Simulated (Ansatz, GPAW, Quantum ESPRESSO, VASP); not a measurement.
One structure in several programs: SrTiO3 (Pm-3m, 5 atoms in the cell)

Self-consistent single point.

```yaml
crystal:
  lattice:
    - [3.98896, 0.00000, 0.00000]
    - [0.00000, 3.98896, 0.00000]
    - [0.00000, 0.00000, 3.98896]
  atoms:
    - { symbol: Sr, position: [0.00000, 0.00000, 0.00000] }
    - { symbol: Ti, position: [0.50000, 0.50000, 0.50000] }
    - { symbol: O, position: [0.50000, 0.00000, 0.50000] }
    - { symbol: O, position: [0.00000, 0.50000, 0.50000] }
    - { symbol: O, position: [0.50000, 0.50000, 0.00000] }
```

All programs got the same cell, k-point mesh and kind of occupations (in Ansatz's words: kpoints.mp_grid.grid = 6 6 6; scf.occupations.method = fermi_dirac; scf.occupations.width = 0.02 eV); potentials, basis and cutoffs are each program's usual ones.

```json
[
 {"code": "Ansatz", "model": "PBE, default PAW files", "pressure (GPa)": "-6.75", "gap on the mesh (eV)": "1.762", "cutoff": "default"},
 {"code": "VASP", "model": "PBE, VASP's PBE PAW potentials (set 64)", "pressure (GPa)": "-10.50", "gap on the mesh (eV)": "1.733", "cutoff": "400 eV"},
 {"code": "GPAW", "model": "PBE, GPAW PAW datasets PBE (gpaw-data 1.0.1)", "pressure (GPa)": "–", "gap on the mesh (eV)": "1.773", "cutoff": "900 eV"},
 {"code": "Quantum ESPRESSO", "model": "PBE, PseudoDojo standard norm-conserving (PBE) pseudopotentials", "pressure (GPa)": "-6.57", "gap on the mesh (eV)": "1.781", "cutoff": "85 Ry"}
]
```

A dash marks a value that a program does not give, or that is left out as unsure.

Gaps are read on the mesh.

The spread over the programs that give each value: pressure within 3.93 GPa; gap on the mesh within 0.048 eV.

The starting cell has typed, rounded lattice constants, without a prior relaxation at this level. Its lattice was rescaled by a random factor within 2.5 % of one. On Ansatz's run: In the base run, with a pressure of about -6 GPa the cell is away from its equilibrium volume at this level.

### Question
Why do the programs differ, and what cannot be compared?

### Answer
Differences of this kind can come from the potentials, where these differ, and from what each basis and cutoff leave unconverged. The zero of total energies and Fermi levels follows the potentials and each program's conventions, so they are not compared here. Ansatz's pressure is given at a fixed set of plane waves, as the other plane-wave codes print theirs; with its correction for the finite basis it is -6.21 GPa (the shift of 0.54 GPa shows how far the cutoff is from converged). The pressure of GPAW is left out: its cutoff lies under the one at which its stress was checked. In the pressure, VASP (by 3.75) lies more than 1 GPa from the median of the plane-wave programs.

VASP's run is marked for a possible Pulay error in its stress at this cutoff; no cutoff test was made.

Left out of this page: ABINIT, CP2K, Elk, FLEUR and SIESTA (not drawn, or without a comparable value).

Ansatz is an electronic-structure program.

Keys are those of Ansatz 0.2.
